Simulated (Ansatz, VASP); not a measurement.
# GaGe: VASP beside Ansatz

```
CELL_PARAMETERS angstrom
0.00000 2.89784 2.89784
2.89784 0.00000 2.89784
2.89784 2.89784 0.00000
ATOMIC_POSITIONS crystal
Ge 0.00000 0.00000 0.00000
Ga 0.25000 0.25000 0.25000
```

The cell comes from a database or a generator and needn't be the stable form of this composition.

Alike in both runs: functional PBE; k mesh 8 × 8 × 8; occupations fermi-dirac, width 0.05 eV; no spin polarisation.

|  | VASP | Ansatz |
| --- | --- | --- |
| version | VASP 6.6.1 | Ansatz 0.2.0 |
| potentials or method | VASP PAW PBE potentials, release 64 (Ge_d, Ga_d), cutoff 520 eV | all-electron PAW datasets made for the crystal |
| task | single point | density of states |

VASP gave:

| Quantity | Value |
| --- | --- |
| gap on the k mesh at the Fermi level (eV) | none |
| pressure (GPa) | 0.3 |

Task: Which values does Ansatz return?

Result: gap on the k mesh at the Fermi level (eV): none; pressure (GPa): 0.2.

A gap of «none» marks a metal or a gap that the smearing closes. Ansatz ran all-electron here, so the differences hold the error of VASP's frozen core and of both bases.

Caveats: the program warned that the printed levels may be off, so bands, gaps and densities of states are rough (Ansatz); the density of states is complete only up to the lowest level of the last band computed (Ansatz).
